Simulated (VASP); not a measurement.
Output of a VASP run:

### OSZICAR
```
...
       N       E                     dE             d eps       ncg     rms          rms(c)
DAV:   1    -0.604868455864E+03    0.15653E-06   -0.14288E-02   528   0.300E-01    0.197E-02
RMM:   2    -0.604868483189E+03   -0.27325E-04   -0.31381E-04   456   0.416E-02    0.934E-03
RMM:   3    -0.604868482751E+03    0.43856E-06   -0.20417E-05   279   0.113E-02    0.624E-03
RMM:   4    -0.604868481580E+03    0.11705E-05   -0.63066E-06   266   0.533E-03
  15 F= -.60486848E+03 E0= -.60486848E+03  d E =-.531548E-02
       N       E                     dE             d eps       ncg     rms          rms(c)
DAV:   1    -0.604868048439E+03    0.43431E-03   -0.17201E+00   464   0.327E+00    0.199E-01
RMM:   2    -0.604871154626E+03   -0.31062E-02   -0.36118E-02   456   0.445E-01    0.922E-02
RMM:   3    -0.604871114040E+03    0.40586E-04   -0.24225E-03   456   0.123E-01    0.631E-02
RMM:   4    -0.604870995834E+03    0.11821E-03   -0.84742E-04   456   0.605E-02    0.160E-02
RMM:   5    -0.604871001420E+03   -0.55869E-05   -0.10633E-04   413   0.212E-02    0.947E-03
RMM:   6    -0.604871003960E+03   -0.25398E-05   -0.28973E-05   319   0.949E-03
  16 F= -.60487100E+03 E0= -.60487100E+03  d E =-.252238E-02
       N       E                     dE             d eps       ncg     rms          rms(c)
DAV:   1    -0.604871005615E+03   -0.41941E-05   -0.46699E-03   536   0.170E-01    0.105E-02
RMM:   2    -0.604871013961E+03   -0.83463E-05   -0.98794E-05   445   0.233E-02    0.544E-03
RMM:   3    -0.604871013774E+03    0.18649E-06   -0.72155E-06   265   0.655E-03    0.365E-03
RMM:   4    -0.604871013503E+03    0.27093E-06   -0.19632E-06   265   0.295E-03
  17 F= -.60487101E+03 E0= -.60487101E+03  d E =-.253192E-02
       N       E                     dE             d eps       ncg     rms          rms(c)
DAV:   1    -0.604870956052E+03    0.57722E-04   -0.57890E-01   456   0.191E+00    0.118E-01
RMM:   2    -0.604872014030E+03   -0.10580E-02   -0.12339E-02   456   0.262E-01    0.557E-02
RMM:   3    -0.604871998056E+03    0.15974E-04   -0.83088E-04   456   0.719E-02    0.382E-02
RMM:   4    -0.604871955997E+03    0.42059E-04   -0.30308E-04   456   0.362E-02    0.993E-03
RMM:   5    -0.604871957638E+03   -0.16413E-05   -0.37283E-05   332   0.124E-02
  18 F= -.60487196E+03 E0= -.60487196E+03  d E =-.944135E-03
       N       E                     dE             d eps       ncg     rms          rms(c)
DAV:   1    -0.604871958873E+03   -0.28757E-05   -0.87944E-05   464   0.228E-02    0.394E-03
RMM:   2    -0.604871958881E+03   -0.83746E-08   -0.21170E-06   263   0.351E-03    0.243E-03
RMM:   3    -0.604871958815E+03    0.66240E-07   -0.26619E-07   128   0.158E-03    0.694E-04
RMM:   4    -0.604871958818E+03   -0.27503E-08   -0.84449E-08    90   0.133E-03
  19 F= -.60487196E+03 E0= -.60487196E+03  d E =-.945314E-03
       N       E                     dE             d eps       ncg     rms          rms(c)
DAV:   1    -0.604871843280E+03    0.11553E-03   -0.26952E-01   464   0.130E+00    0.816E-02
RMM:   2    -0.604872342092E+03   -0.49881E-03   -0.58089E-03   456   0.179E-01    0.378E-02
RMM:   3    -0.604872334512E+03    0.75802E-05   -0.38704E-04   456   0.493E-02    0.260E-02
RMM:   4    -0.604872314746E+03    0.19766E-04   -0.13653E-04   450   0.244E-02    0.631E-03
RMM:   5    -0.604872315696E+03   -0.94970E-06   -0.16697E-05   279   0.841E-03
  20 F= -.60487232E+03 E0= -.60487232E+03  d E =-.356878E-03
```

### OUTCAR
```
------------------------ aborting loop because EDIFF is reached ----------------------------------------
  FORCE on cell =-STRESS in cart. coord.  units (eV):
  Direction    XX          YY          ZZ          XY          YZ          ZX
  --------------------------------------------------------------------------------------
  Total      -51.2015706    -43.9249111    -42.5656694      0.0106052      0.0159222      1.3475550
  in kB     -117.1955399   -100.5399564    -97.4287810      0.0242742      0.0364444      3.0844257
  external PRESSURE =    -105.0547591 kB  Pullay stress =       0.0000000 kB
  volume of cell :      699.98
      direct lattice vectors                 reciprocal lattice vectors
     9.175847565 -4.806597533  0.000414141     0.054492942 -0.104023688 -0.045716763
     9.175847565  4.806597533  0.000414141     0.054492942  0.104023688 -0.045716763
     6.657642848  0.000000000  7.935700720    -0.000005688  0.000000000  0.126017588
 POSITION                                       TOTAL-FORCE (eV/Angst)
 -----------------------------------------------------------------------------------
     10.56432     -0.14365      3.12995        -0.010252      0.001793     -0.000852
      4.38747     -0.01021      1.48543        -0.003022     -0.002979      0.004367
      1.84482     -0.01196      0.58381        -0.005738     -0.001061      0.006234
      8.02932     -0.00183      2.54919        -0.001109     -0.003111     -0.006915
     14.05125     -0.00201      7.36616        -0.003271     -0.003885      0.006237
      7.75453     -0.00250      5.36276        -0.004602     -0.002855      0.005433
      5.21079      0.03814      4.55660        -0.006332     -0.012140      0.007255
     11.51637     -0.14287      6.78515         0.003577      0.005184      0.009185
     15.23991      2.41265      3.38596         0.002301      0.003693     -0.004030
      8.99713      2.41038      1.38848        -0.005729      0.008982     -0.009680
      6.42478      2.41082      0.59102         0.004159      0.002115      0.010320
     12.66356      2.36581      2.57991         0.004079      0.005913     -0.003311
     18.55551      2.41038      7.35640         0.004905     -0.003245     -0.001019
     12.43177      2.54395      5.42021         0.000288     -0.008287     -0.003345
      9.64858      2.54301      4.49508        -0.002106     -0.003623      0.006619
     16.01685      2.42199      6.53721        -0.004420      0.005886      0.000057
     15.23883     -2.38396      3.37830         0.001931      0.000904      0.002178
      8.98920     -2.43071      1.36564        -0.010151     -0.000424     -0.000896
      6.43314     -2.43098      0.61393         0.008754      0.005742     -0.001389
     12.70002     -2.39644      2.55904        -0.003845     -0.002933      0.004978
     18.59233     -2.44098      7.33586        -0.006332      0.006372      0.002036
     12.32242     -2.41309      5.35762         0.004050      0.005124      0.003964
      9.75670     -2.41372      4.55751        -0.005308      0.008405     -0.004351
     16.01594     -2.39398      6.52985         0.001946      0.001252      0.001726
     19.82726      0.02679      3.36496         0.001052     -0.001772     -0.011859
     13.57719     -0.01176      1.39534         0.003641      0.001499     -0.000783
     11.03451     -0.01011      0.49415         0.008465     -0.001156     -0.011590
     17.25138      0.01841      2.56824         0.001417      0.006173     -0.011770
     23.18001      0.01865      7.34777         0.003148      0.004096      0.009423
     16.86899      0.03762      5.35855         0.006650     -0.015333     -0.005405
     14.32558     -0.00194      4.55244         0.003341     -0.010384     -0.008995
     20.60381      0.02687      6.55112         0.002756     -0.001038      0.008337
      4.76895     -0.94996      3.02776        -0.003477      0.003766      0.000354
      5.17562      1.66262      1.76299        -0.000314     -0.000776      0.004512
      7.71130      0.94793      0.98971         0.000879      0.001554      0.003158
      6.84603      0.74823      3.74031        -0.007206      0.002129      0.000967
      7.32934     -1.67564      2.21851        -0.004769      0.002386      0.001360
      5.69638     -0.74742      0.32707        -0.008162      0.008406      0.003200
      8.12239     -0.92873      6.94277         0.001199     -0.004454     -0.012721
      8.59239      1.63350      5.68368         0.007185      0.004149     -0.002432
     10.18741      0.70691      7.70427         0.005569     -0.001692      0.000992
     10.66009     -1.64533      6.18620        -0.004337      0.002546     -0.002781
      9.05277     -0.71156      4.18074         0.004499     -0.002118     -0.000934
      9.42523      1.44702      3.00590        -0.006945      0.001448     -0.003119
      9.77169      4.06565      1.77370         0.003916     -0.002379     -0.001638
     12.29965      3.32402      1.01207         0.000513     -0.001738     -0.009838
     11.39360      3.05091      3.79579        -0.006380      0.004228      0.003762
     11.89249      0.70675      2.21072        -0.001474      0.002032     -0.000712
     10.24676      1.66285      0.21666        -0.000740     -0.002581     -0.005129
     12.65501      1.44726      6.90972         0.004003      0.005250     -0.005350
     13.12028      4.14467      5.73944         0.005928      0.010168      0.003727
     15.63644      3.34051      4.95624        -0.002266     -0.004008      0.002373
     14.74129      3.14073      7.70109        -0.003604     -0.010588     -0.001444
     15.23413      0.74820      6.17493         0.005343      0.001081     -0.002406
     13.48800      1.63371      4.23180        -0.012353      0.009097      0.003846
      9.38352     -3.31459      2.96030         0.008586     -0.009244      0.004351
...
```
(Selected blocks of OUTCAR.)

POSCAR:
```
Al32O47
1
    9.1758475654    -4.8065975330     0.0004141407
    9.1758475654     4.8065975330     0.0004141407
    6.6576428476     0.0000000000     7.9357007199
Al O
32 47
Direct
  0.4260540000   0.4233280000   0.4227210000
  0.1760000000   0.1760000000   0.1760000000
  0.0740000000   0.0740000000   0.0740000000
  0.3240000000   0.3240000000   0.3240000000
  0.4260000000   0.4260000000   0.9260000000
  0.1760000000   0.1760000000   0.6760000000
  0.0740000000   0.0740000000   0.5740000000
  0.3251740000   0.3177440000   0.8263760000
  0.4260000000   0.9260000000   0.4260000000
  0.1760000000   0.6760000000   0.1760000000
  0.0740000000   0.5740000000   0.0740000000
  0.3240000000   0.8240000000   0.3240000000
  0.4260000000   0.9260000000   0.9260000000
  0.1728910000   0.6745550000   0.6765630000
  0.0726160000   0.5748360000   0.5744920000
  0.3240000000   0.8240000000   0.8240000000
  0.9260000000   0.4260000000   0.4260000000
  0.6760000000   0.1760000000   0.1760000000
  0.5740000000   0.0740000000   0.0740000000
  0.8240000000   0.3240000000   0.3240000000
  0.9260000000   0.4260000000   0.9260000000
  0.6760000000   0.1760000000   0.6760000000
  0.5740000000   0.0740000000   0.5740000000
  0.8240000000   0.3240000000   0.8240000000
  0.9260000000   0.9260000000   0.4260000000
  0.6760000000   0.6760000000   0.1760000000
  0.5740000000   0.5740000000   0.0740000000
  0.8240000000   0.8240000000   0.3240000000
  0.9260000000   0.9260000000   0.9260000000
  0.6760000000   0.6760000000   0.6760000000
  0.5740000000   0.5740000000   0.5740000000
  0.8240000000   0.8240000000   0.8240000000
  0.2220000000   0.0280000000   0.3750000000
  0.0280000000   0.3750000000   0.2220000000
  0.2780000000   0.4720000000   0.1250000000
  0.1250000000   0.2780000000   0.4720000000
  0.4720000000   0.1250000000   0.2780000000
  0.3750000000   0.2220000000   0.0280000000
  0.2220000000   0.0280000000   0.8750000000
  0.0322870000   0.3696930000   0.7176460000
  0.1279510000   0.2783720000   0.9664030000
  0.4732230000   0.1259660000   0.7768770000
  0.3721730000   0.2202790000   0.5335330000
  0.2306550000   0.5264190000   0.3722400000
  0.0280000000   0.8750000000   0.2220000000
  0.2780000000   0.9720000000   0.1250000000
  0.1191720000   0.7816690000   0.4716800000
  0.4748950000   0.6238830000   0.2719090000
  0.3750000000   0.7220000000   0.0280000000
  0.2181750000   0.5310670000   0.8733710000
  0.0280000000   0.8750000000   0.7220000000
  0.2780000000   0.9720000000   0.6250000000
  0.1250000000   0.7780000000   0.9720000000
  0.4720000000   0.6250000000   0.7780000000
  0.3722450000   0.7219840000   0.5298820000
  0.7220000000   0.0280000000   0.3750000000
  0.5280000000   0.3750000000   0.2220000000
  0.7780000000   0.4720000000   0.1250000000
  0.6288100000   0.2742190000   0.4656970000
  0.9720000000   0.1250000000   0.2780000000
  0.8750000000   0.2220000000   0.0280000000
  0.7220000000   0.0280000000   0.8750000000
  0.5246830000   0.3806200000   0.7174630000
  0.7780000000   0.4720000000   0.6250000000
  0.6250000000   0.2780000000   0.9720000000
  0.9720000000   0.1250000000   0.7780000000
  0.8750000000   0.2220000000   0.5280000000
  0.7220000000   0.5280000000   0.3750000000
  0.5280000000   0.8750000000   0.2220000000
  0.7780000000   0.9720000000   0.1250000000
  0.6250000000   0.7780000000   0.4720000000
  0.9720000000   0.6250000000   0.2780000000
  0.8750000000   0.7220000000   0.0280000000
  0.7220000000   0.5280000000   0.8750000000
  0.5280000000   0.8750000000   0.7220000000
  0.7780000000   0.9720000000   0.6250000000
  0.6250000000   0.7780000000   0.9720000000
  0.9720000000   0.6250000000   0.7780000000
  0.8750000000   0.7220000000   0.5280000000
```

Q: Write an INCAR and KPOINTS that could have produced this output.

A: This is not unique; one that fits is the input of the run itself, PBE GGA, plane waves, VASP's PBE PAW potentials (set 64).

File KPOINTS:
```
Regular mesh
0
G
1 1 1
0 0 0
```

### INCAR
```
SYSTEM = Al32O47
PREC = Normal
ENCUT = 400
EDIFF = 1E-5
NELM = 100
ALGO = Fast
LREAL = Auto
LASPH = .TRUE.
ISMEAR = 0
SIGMA = 0.05
GGA = PE
LWAVE = .FALSE.
LCHARG = .FALSE.
NELMIN = 4
ISYM = 0
NELECT = 376.0
IBRION = 2
ISIF = 2
NSW = 60
EDIFFG = -0.03
```

POTCAR, in this order: Al O (PBE.64 set). Program: vasp_gam.

At this cut-off the stress carries a Pulay error, which pulls relaxed volumes low. The cell is charged, with a uniform compensating background. The supercell is sampled at Γ alone, which is coarse: total energies, pressure and levels can be off, energies of defects by several tenths of an eV.

The cell is a supercell with a defect, built from Al2O3 (corundum): vac_O, charge +2. The run is not spin-polarised, so no state with unpaired spins was tried.
